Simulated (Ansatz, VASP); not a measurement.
# Si26H13C12O32 (random packing of Si31O39C14H16): VASP beside Ansatz, part 2 of 2

One calculation is typed for both programs; each brings its own data sets. How far apart do they land? The cell is taken from a series of runs on this material, whose earlier steps may have relaxed, scaled, displaced or heated it; both programs get it as it stands.

VASP 6.6.1 and Ansatz 0.2.0.

So far. Step 2 (VASP: single point, PBE): The run ends at a pressure of -12.41 GPa, with forces up to 8.7 eV/Å.

## Step 3: Ansatz: single point, PBE

Level of this step: Ansatz beside VASP: Kohn-Sham DFT, plane waves, PBE (Ansatz).

Ansatz runs on its default PAW (the set named soft_2) files.

The same cell, functional, mesh and smearing now go to Ansatz, which takes its cutoff from its data sets.

input.yaml

```yaml
crystal:
  lattice:
    - [10.0519, 0.0, 0.0]
    - [0.0, 10.0519, 0.0]
    - [0.0, 0.0, 10.0519]
  atoms:
    - { symbol: Si, position: [0.32963, 0.68336, 0.92186] }
    - { symbol: Si, position: [0.16151, 0.16413, 0.59123] }
    - { symbol: Si, position: [0.90829, 0.27986, 0.76941] }
    - { symbol: Si, position: [0.18453, 0.5216, 0.33826] }
    - { symbol: Si, position: [0.47877, 0.78474, 0.20318] }
    - { symbol: Si, position: [0.82064, 0.59675, 0.44293] }
    - { symbol: Si, position: [0.15524, 0.95883, 0.28654] }
    - { symbol: Si, position: [0.34309, 0.50165, 0.4842] }
    - { symbol: Si, position: [0.10484, 0.89241, 0.54332] }
    - { symbol: Si, position: [0.09615, 0.50625, 0.03552] }
    - { symbol: Si, position: [0.2763, 0.36353, 0.22535] }
    - { symbol: Si, position: [0.25325, 0.72929, 0.32775] }
    - { symbol: Si, position: [0.88752, 0.08175, 0.64462] }
    - { symbol: Si, position: [0.83321, 0.86904, 0.7513] }
    - { symbol: Si, position: [0.19921, 0.01114, 0.96568] }
    - { symbol: Si, position: [0.5598, 0.96691, 0.91073] }
    - { symbol: Si, position: [0.69277, 0.76808, 0.28365] }
    - { symbol: Si, position: [0.09541, 0.28824, 0.86671] }
    - { symbol: Si, position: [0.67045, 0.14024, 0.00985] }
    - { symbol: Si, position: [0.31331, 0.35766, 0.77977] }
    - { symbol: Si, position: [0.81246, 0.67284, 0.66998] }
    - { symbol: Si, position: [0.94051, 0.25712, 0.52338] }
    - { symbol: Si, position: [0.39289, 0.56174, 0.27797] }
    - { symbol: Si, position: [0.48188, 0.52552, 0.64424] }
    - { symbol: Si, position: [0.56347, 0.33862, 0.72338] }
    - { symbol: Si, position: [0.94561, 0.45979, 0.58204] }
    - { symbol: O, position: [0.79574, 0.12265, 0.25882] }
    - { symbol: O, position: [0.94981, 0.37613, 0.13208] }
    - { symbol: O, position: [0.13429, 0.26496, 0.16078] }
    - { symbol: O, position: [0.01792, 0.98099, 0.0712] }
    - { symbol: O, position: [0.60643, 0.48924, 0.16735] }
    - { symbol: O, position: [0.87813, 0.7728, 0.35861] }
    - { symbol: O, position: [0.27698, 0.19731, 0.04522] }
    - { symbol: O, position: [0.68621, 0.02849, 0.74412] }
    - { symbol: O, position: [0.03562, 0.43726, 0.40012] }
    - { symbol: O, position: [0.75262, 0.29282, 0.93689] }
    - { symbol: O, position: [0.08195, 0.73003, 0.45269] }
    - { symbol: O, position: [0.10077, 0.83233, 0.75963] }
    - { symbol: O, position: [0.93435, 0.59055, 0.91671] }
    - { symbol: O, position: [0.59874, 0.90745, 0.10741] }
    - { symbol: O, position: [0.60187, 0.36823, 0.45158] }
    - { symbol: O, position: [0.23165, 0.29837, 0.46783] }
    - { symbol: O, position: [0.77374, 0.84956, 0.10075] }
    - { symbol: O, position: [0.37915, 0.76882, 0.67223] }
    - { symbol: O, position: [0.96157, 0.8506, 0.88662] }
    - { symbol: O, position: [0.67676, 0.28214, 0.16506] }
    - { symbol: O, position: [0.69814, 0.50088, 0.9265] }
    - { symbol: O, position: [0.16839, 0.65826, 0.83091] }
    - { symbol: O, position: [0.61465, 0.65033, 0.43494] }
    - { symbol: O, position: [0.39261, 0.93376, 0.3151] }
    - { symbol: O, position: [0.34643, 0.18013, 0.6531] }
    - { symbol: O, position: [0.43386, 0.78761, 0.45681] }
    - { symbol: O, position: [0.42842, 0.26823, 0.17436] }
    - { symbol: O, position: [0.69598, 0.19146, 0.58072] }
    - { symbol: O, position: [0.99888, 0.47665, 0.77378] }
    - { symbol: O, position: [0.75196, 0.4681, 0.56977] }
    - { symbol: O, position: [0.18748, 0.52578, 0.6289] }
    - { symbol: O, position: [0.77898, 0.57972, 0.16558] }
    - { symbol: C, position: [0.84986, 0.05336, 0.10491] }
    - { symbol: C, position: [0.45886, 0.21115, 0.86626] }
    - { symbol: C, position: [0.58508, 0.03244, 0.38668] }
    - { symbol: C, position: [0.66161, 0.65779, 0.81534] }
    - { symbol: C, position: [0.28055, 0.85587, 0.84321] }
    - { symbol: C, position: [0.63602, 0.81613, 0.55034] }
    - { symbol: C, position: [0.64738, 0.62174, 0.60607] }
    - { symbol: C, position: [0.82132, 0.02443, 0.85763] }
    - { symbol: C, position: [0.376, 0.43384, 0.00806] }
    - { symbol: C, position: [0.08138, 0.08881, 0.82381] }
    - { symbol: C, position: [0.49567, 0.62727, 0.05914] }
    - { symbol: C, position: [0.91481, 0.81868, 0.56128] }
    - { symbol: H, position: [0.77727, 0.36857, 0.37309] }
    - { symbol: H, position: [0.28601, 0.00361, 0.67336] }
    - { symbol: H, position: [0.3999, 0.93863, 0.0553] }
    - { symbol: H, position: [0.83531, 0.74073, 0.95981] }
    - { symbol: H, position: [0.45765, 0.93417, 0.5734] }
    - { symbol: H, position: [0.13936, 0.76717, 0.15029] }
    - { symbol: H, position: [0.31923, 0.6335, 0.13023] }
    - { symbol: H, position: [0.78646, 0.98118, 0.43798] }
    - { symbol: H, position: [0.94109, 0.64348, 0.24663] }
    - { symbol: H, position: [0.46595, 0.55562, 0.84332] }
    - { symbol: H, position: [0.43974, 0.29877, 0.51075] }
    - { symbol: H, position: [0.26192, 0.16775, 0.32216] }
    - { symbol: H, position: [0.93087, 0.97748, 0.31987] }
kpoints:
  mp_grid: { grid: [1, 1, 1] }
hamiltonian:
  xc: pbe
scf:
  occupations: { method: fermi_dirac, width: 0.05 }
output:
  forces: true
  eigenvalues: true
  populations: true
  stress: true
```

The run is started by

```sh
> ansatz run input.yaml --threads 8 --pin off --max-ram 15872MiB --backend cpu --events-out ev --progress --plain --runs-dir out
```

Numbers of over 12 decimals in the logs are rounded to 6 here.

The log of the run:

```text
Engine: ansatz 0.2.0, aarch64-unknown-linux-gnu
Pseudopotentials: kind: paw
Pseudopotential: Si, paw, valence charge 4, recommended cutoff 420 eV (normal), Si.paw.azcp
Pseudopotential: O, paw, valence charge 6, recommended cutoff 420 eV (normal), O.paw.azcp
Pseudopotential: C, paw, valence charge 4, recommended cutoff 420 eV (normal), C.paw.azcp
Pseudopotential: H, paw, valence charge 1, recommended cutoff 420 eV (normal), H.paw.azcp
Functional definition: PBE
  parameter kappa = 0.804
  parameter beta = 0.066725
  exchange = pbe_x(kappa = kappa, mu = beta*pi^2/3)
  correlation = pbe_c(beta = beta)
Crystal: 83 atoms, lattice volume = 1015.651 Å³
Basis set: ecut = 420 eV, 19933 PW (Γ), exchange–correlation on 144×144×144 points (8 copies of the dense FFT grid, shifted against one another)
Bands: 262, of which v1, the nominal top of the filled ones, is band 179 counted from 1 (178 counted from 0)
Symmetry: 1 space group operations
Space group: P1 (ITA 1), of the structure as read, at distance tolerance 1.0e-4 Å
k-points: 1
Non-local potential: Si, projectors of the file, l = 0: 2, l = 1: 2, l = 2: 2
Non-local potential: O, projectors of the file, l = 0: 2, l = 1: 2, l = 2: 1
Non-local potential: C, projectors of the file, l = 0: 2, l = 1: 2, l = 2: 1
Non-local potential: H, projectors of the file, l = 0: 2, l = 1: 1
PAW form: soft (Blöchl's): semilocal exchange-correlation on the pseudo side does not see the compensation charge
PAW one-centre angular grid: Si, 110 points (default); XC on 64 Gauss nodes
PAW one-centre angular grid: O, 110 points (default); XC on 64 Gauss nodes
PAW one-centre angular grid: C, 110 points (default); XC on 64 Gauss nodes
PAW one-centre angular grid: H, 110 points (default); XC on 64 Gauss nodes
Initial density: superposition of atomic densities (neutral atoms: chi_scale 0, normalization atom), corrected by the library's trained network
Initial wavefunctions: pseudopotential atomic-orbital guess
Functional: x = pbe(κ = 0.804, μ = 0.219515), c = pbe(β = 0.066725)
SCF iter   1: F=—  HF=-37734.652218 eV  |F-HF|=—  |Δ(HF+E_count)|=         —  Δρ=1.59e-2  dr2=3.44e0  ethr=1.77e-3  ⟨swp⟩=7.0  Hψ=1324  notcnv=0  defer=5
preconditioner: auto → LDOS  [metal: Δε(μ)=0.050 eV  Ē_g=9.399 eV  σ=0.050 eV  W_gap=0.24  n_scr=202 (ndim 8)  ℏωp=22.0 eV  f_vac=0.013  D(μ)=44.73/eV (n_scr^D=388)  β→1.0]
SCF iter   2: F=—  HF=-37734.385024 eV  |F-HF|=—  |Δ(HF+E_count)|=   2.67e-1  Δρ=8.76e-3  dr2=8.25e-1  ethr=9.64e-4  ⟨swp⟩=2.0  Hψ=323  notcnv=0  defer=52
SCF iter   3: F=—  HF=-37734.327872 eV  |F-HF|=—  |Δ(HF+E_count)|=   5.72e-2  Δρ=3.03e-3  dr2=1.31e-1  ethr=2.31e-4  ⟨swp⟩=3.0  Hψ=413  notcnv=0  defer=52
SCF iter   4: F=—  HF=-37734.321360 eV  |F-HF|=—  |Δ(HF+E_count)|=   6.51e-3  Δρ=1.19e-3  dr2=2.01e-2  ethr=3.68e-5  ⟨swp⟩=1.0  Hψ=210  notcnv=0  defer=52
SCF iter   5: F=—  HF=-37734.321045 eV  |F-HF|=—  |Δ(HF+E_count)|=   3.15e-4  Δρ=4.56e-4  dr2=2.40e-3  ethr=5.64e-6  ⟨swp⟩=2.0  Hψ=211  notcnv=0  defer=52
SCF iter   6: F=—  HF=-37734.321087 eV  |F-HF|=—  |Δ(HF+E_count)|=   4.21e-5  Δρ=2.19e-4  dr2=6.54e-4  ethr=6.72e-7  ⟨swp⟩=1.0  Hψ=210  notcnv=0  defer=52
SCF iter   7: F=—  HF=-37734.321073 eV  |F-HF|=—  |Δ(HF+E_count)|=   1.40e-5  Δρ=8.87e-5  dr2=8.82e-5  ethr=1.83e-7  ⟨swp⟩=1.0  Hψ=210  notcnv=0  defer=52
SCF iter   8: F=—  HF=-37734.322028 eV  |F-HF|=—  |Δ(HF+E_count)|=   9.55e-4  Δρ=4.18e-5  dr2=2.19e-5  ethr=2.47e-8  ⟨swp⟩=1.0  Hψ=262  notcnv=0  defer=52
SCF iter   9: F=—  HF=-37734.322028 eV  |F-HF|=—  |Δ(HF+E_count)|=   4.86e-8  Δρ=1.82e-5  dr2=3.89e-6  ethr=6.13e-9  ⟨swp⟩=1.0  Hψ=210  notcnv=0  defer=52
SCF iter  10: F=—  HF=-37734.322028 eV  |F-HF|=—  |Δ(HF+E_count)|=   1.25e-8  Δρ=8.24e-6  dr2=9.55e-7  ethr=1.09e-9  ⟨swp⟩=1.0  Hψ=210  notcnv=0  defer=52
SCF iter  11: F=—  HF=-37734.322028 eV  |F-HF|=—  |Δ(HF+E_count)|=   1.10e-8  Δρ=3.55e-6  dr2=1.67e-7  ethr=2.68e-10  ⟨swp⟩=2.0  Hψ=216  notcnv=0  defer=52
SCF iter  12: F=-37734.322028 eV  HF=-37734.322028 eV  |F-HF|=3.48e-8  |Δ(HF+E_count)|=   3.13e-9  Δρ=1.73e-6  dr2=4.10e-8  ethr=2.80e-11  ⟨swp⟩=10.0  Hψ=1127  notcnv=0
SCF 1 converged in 12 iterations: F = -37734.322028 eV  dr2 = 4.10e-8
  greatest PAW one-centre occupation: 0.895 electrons in one spin orbital (limit 2), on the O atom at site 37 (counted from 0), in its partial waves of l = 0
SCF converged after 12 iterations
Free energy (F): -37734.322028 eV
Harris-Foulkes:  -37734.322028 eV  (|F-HF|=3.48e-8)
Internal energy: -37733.916851 eV  (E = F + TS)
E sigma→0 (E₀):  -37734.119439 eV
Entropy (-TS):   -0.405177 eV (-4.882 meV/atom)
Fermi energy:    4.549547 eV
--- Per-component energies (eV) ---
  E_band       = -755.143172
  E_kinetic    = 7487.480139
  E_local      = -16553.937601  (includes V_loc(G=0)·N_el)
  E_nonlocal   = 2534.636021
  E_hartree    = 5947.798242
  E_xc         = -4369.475032
  E_vxc        = -4933.222960  (∫ρ·V_xc dr)
[...]
atom   7  Si    -0.01539028     1.00829392    -0.79453690
  atom   8  Si    -2.66846682    -2.06227035     4.27240641
  atom   9  Si    -1.26435334    -2.75675951     0.77412363
  atom  10  Si    -4.08563052    -0.93679551    -0.38829475
  atom  11  Si     1.46433832    -6.13479359    -4.19808379
  atom  12  Si    -1.38389449     4.06736459     1.07379208
  atom  13  Si    -2.30086238    -1.57876011     1.12703861
  atom  14  Si     2.07552030     2.38869275     3.15729416
  atom  15  Si    -1.35510261     1.27142074    -0.24578865
  atom  16  Si    -0.87385030    -0.18471031    -0.00963001
  atom  17  Si     3.84850835    -0.49879764    -0.93899004
  atom  18  Si     3.17338436    -0.44731273     1.74097354
  atom  19  Si     3.86507126     5.31970157     1.22385353
  atom  20  Si     0.13764891    -1.35239812     0.42954371
  atom  21  Si     0.42456934    -1.06566064     0.31960371
  atom  22  Si    -0.39919144    -1.72998135    -2.50894204
  atom  23  Si     5.25034792     0.24447844    -3.61573060
  atom  24  Si     1.51945798     2.80480179     2.20291061
  atom  25  Si     1.56736302    -3.89639760     0.90904596
  atom  26  Si     2.26261300     3.58729963     1.45731823
  atom  27  O      1.69944509    -2.09344631    -3.26844559
  atom  28  O      3.07844259     1.43704118    -1.25349645
  atom  29  O      1.36877451     1.75744187     0.54619117
  atom  30  O     -0.01366220     1.12593892     1.58993488
[...]
atom  76  H      0.62957270    -0.00762803     1.20913620
  atom  77  H      0.26776880     0.15403157    -0.96029726
  atom  78  H     -0.49633101     0.18828792    -0.54681429
  atom  79  H     -1.33223190     0.27154552    -0.14712225
  atom  80  H     -0.29247236     0.59656488    -0.95008074
  atom  81  H      1.02139161     0.59348422    -0.52250833
  atom  82  H     -0.59165161    -0.41688137    -0.03280214
  atom  83  H      0.18946798     0.53924543     0.27903479
  max |Σ_I F_I| component: 9.99e-5 eV/Å
--- Stress (GPa, compression-positive) ---
      -15.092296      -0.313562       3.020316
       -0.313562      -9.688441       0.071331
        3.020316       0.071331     -12.140587
  P = ⅓ Tr σ = -12.3071 GPa (-123.071 kbar)
--- Band table (eV) ---
  k-point 0: bands = [... 175 lower, 4.4122, 4.4763, 4.5079, 4.5622, 4.5929, 4.6110, 4.6655, 4.6969, ... 79 higher]
--- Löwdin populations: 83 sites ---
  site symbol       q [e]
     0     Si      3.1609
     1     Si      3.3029
     2     Si      3.3143
     3     Si      3.3959
     4     Si      3.2377
     5     Si      3.0945
     6     Si      3.5866
     7     Si      3.4714
     8     Si      3.2492
     9     Si      3.3781
    10     Si      3.0527
    11     Si      3.4589
    12     Si      3.4706
    13     Si      3.0836
    14     Si      3.0874
    15     Si      3.3981
    16     Si      3.0224
    17     Si      3.5196
    18     Si      3.0081
    19     Si      3.3981
    20     Si      3.2069
    21     Si      3.5927
    22     Si      3.5421
    23     Si      3.4281
[...]
75      H      1.0253
    76      H      0.9886
    77      H      0.9014
    78      H      0.8402
    79      H      0.9653
    80      H      0.8032
    81      H      0.9171
    82      H      0.9526
  spilling = 0.010942 (of n_electrons = 357.000000)
```

The run ends at a pressure of -12.31 GPa, with forces up to 8.8 eV/Å.

## Step 4: Differences

Known differences besides the potentials themselves: the cutoff is 420 eV in Ansatz and 600 eV in VASP (PREC = Accurate, projectors in real space). Total energies have different zeros and are not compared.

Compared:

| quantity | Ansatz | VASP | difference |
| --- | --- | --- | --- |
| pressure (GPa) | -12.31 | -12.41 | +0.10 |

Forces on 7 of the 83 atoms, those with the largest forces and the largest differences (eV/Å; atoms numbered as in POSCAR):

| atom | Ansatz x, y, z | VASP x, y, z |
| --- | --- | --- |
| Si4 | -8.359, -2.066, 1.668 | -8.283, -2.046, 1.644 |
| Si8 | -2.668, -2.062, 4.272 | -2.652, -2.051, 4.243 |
| Si11 | 1.464, -6.135, -4.198 | 1.455, -6.051, -4.153 |
| Si19 | 3.865, 5.320, 1.224 | 3.833, 5.257, 1.223 |
| Si23 | 5.250, 0.244, -3.616 | 5.213, 0.236, -3.585 |
| O47 | -1.495, 3.934, -3.712 | -1.488, 3.909, -3.695 |
| O48 | 3.548, -1.138, 3.002 | 3.487, -1.145, 2.965 |

The forces differ by 20 meV/Å r.m.s., which is 1.1 % of the r.m.s. force of 1.836 eV/Å (both taken over all components).

## Step 5: Summary of results

- r.m.s. force difference (single point, PBE): 1.1 % of the r.m.s. force

**Reading.** The r.m.s. force difference is 1.1 % of the r.m.s. force (single point, PBE), within the 3 % picked in this series as the mark of a large difference. How closely two codes agree says nothing of how well the functional describes the real material.

[Lines on the potential files, build, host, timing and source positions are cut from VASP's logs without a mark.]

[Logs are printed without paths, hosts, clocks, repeated set-up lines and the standing remarks that a program may print on its own settings, such as how far it seeks lower states.]

[Hosts, paths, dates, database ids (printed as entryN), source tags and the programs' standing remarks are cut or masked in the printed files.]
